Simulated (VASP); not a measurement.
Here is the system:

```
CELL_PARAMETERS angstrom
      0.00000     2.25586     2.25586
      2.25586     0.00000     2.25586
      2.25586     2.25586     0.00000
ATOMIC_POSITIONS crystal
  Hf 0.00000 0.00000 0.00000
  N  0.50000 0.50000 0.50000
```

All values below come from LDA (Ceperley-Alder, Perdew-Zunger), VASP's LDA PAW potentials (set 64) (plane waves; VASP). Numerical set-up: 520 eV cut-off, 13×13×13 Γ-centred mesh, first-order Methfessel-Paxton smearing of 0.10 eV, potentials Hf_pv N.

Energy and stress use the plane-wave basis of the starting cell.

### Question
The ions, cell shape and volume are relaxed. Predict the relaxed structure.

### Answer

```
CELL_PARAMETERS angstrom
      0.00000     2.23111     2.23111
      2.23111     0.00000     2.23111
      2.23111     2.23111     0.00000
ATOMIC_POSITIONS crystal
  Hf 0.00000 0.00000 0.00000
  N  0.50000 0.50000 0.50000
```
Space group Fm-3m (225), at a tolerance of 0.03 Å.

### Question
How do energy and volume change from the first to the last step?

### Answer
The energy (σ→0) changes by -11.4 meV/atom and the volume by -3.3 %, in 4 ionic steps.

The structure comes from a computed database's HfN entry (Fm-3m); how it stands against other phases isn't given here. This run relaxes it. Symmetry was kept, so distortions that lower it aren't found. The electron count is odd and the run is not spin-polarised, which forces a metal.
